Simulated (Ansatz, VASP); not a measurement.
# AlB2C2: VASP beside Ansatz

The input INCAR:

```
SYSTEM = AlB2C2
PREC     = Accurate       ! precision mode
ENCUT    = 600            ! plane-wave cutoff, eV
EDIFF    = 1E-6           ! SCF threshold, eV
ISMEAR   = 0              ! smearing method
SIGMA    = 0.1            ! smearing width, eV
LREAL    = .FALSE.        ! projectors in reciprocal space
LASPH    = .TRUE.         ! aspherical terms in the spheres
NELM     = 60             ! most SCF steps
ALGO     = Fast           ! electronic algorithm
ISIF     = 3              ! what is computed and relaxed
LWAVE    = .FALSE.        ! write WAVECAR
LCHARG   = .FALSE.        ! write CHGCAR
GGA      = PE             ! functional
IBRION   = 2              ! ionic algorithm
NSW      = 100            ! ionic steps
EDIFFG   = -0.01          ! ionic threshold
```

File KPOINTS:

```
regular mesh
0
G
  9 9 14
  0 0 0
```

The input POSCAR:

```
AlB2C2
1.0
    5.2296612700      0.0000000000      0.0000000000
   -2.6148306350      4.5290195130      0.0000000000
    0.0000000000      0.0000000000      2.8058234734
Al B C
1 2 2
Direct
    0.0000000000      0.0000000000      0.5000000000
    0.3333333333      0.6666666667      0.5000000000
    0.6666666667      0.3333333333      0.5000000000
    0.3333333333      0.6666666667      0.0000000000
    0.6666666667      0.3333333333      0.0000000000
```

Input for Ansatz:

```yaml
crystal:
  lattice:
    - [5.22966127, 0.0, 0.0]
    - [-2.614830635, 4.529019513, 0.0]
    - [0.0, 0.0, 2.8058234734]
  atoms:
    - { symbol: Al, position: [0.0, 0.0, 0.5] }
    - { symbol: B, position: [0.3333333333, 0.6666666667, 0.5] }
    - { symbol: B, position: [0.6666666667, 0.3333333333, 0.5] }
    - { symbol: C, position: [0.3333333333, 0.6666666667, 0.0] }
    - { symbol: C, position: [0.6666666667, 0.3333333333, 0.0] }
basis:
  ecutwfc: 420
kpoints:
  mp_grid: { grid: [9, 9, 14] }
hamiltonian:
  xc: pbe
scf:
  occupations: { method: gaussian, width: 0.1 }
output:
  forces: true
  stress: true
  eigenvalues: true
  write_density: true
  write_potential: true
  elf: true
  volumetric_format: npy
relax:
  adjacent_minimum: "off"
  f_tol: 0.01
  max_steps: 80
  cell: { stress_tol: 0.05 }
```

Alike in both runs: task relaxation of cell and atoms; functional PBE; k mesh 9 × 9 × 14; occupations gaussian, width 0.1 eV; no spin polarisation.

```csv
,VASP,Ansatz
version,VASP 6.6.1,Ansatz 0.2.0
potentials or method,"VASP PAW PBE potentials, release 64 (Al, B, C)","scalar-relativistic, plane waves, PAW"
plane-wave cutoff (eV),600,420
valence electrons in the cell,17,17
```

Ansatz gave:

| Item | Value |
| --- | --- |
| gap on the k mesh at the Fermi level, each at its own relaxed structure (eV) | none |
| relaxed volume (Å³/atom) | 13.28 |
| relaxed cell length with the largest relative difference (Å) | 2.804 |

**Question.** Which values does VASP return?

**Answer.** gap on the k mesh at the Fermi level, each at its own relaxed structure (eV): none; relaxed volume (Å³/atom): 13.28; relaxed cell length with the largest relative difference (Å): 2.803.

A gap of «none» marks a metal or a gap that the smearing closes.
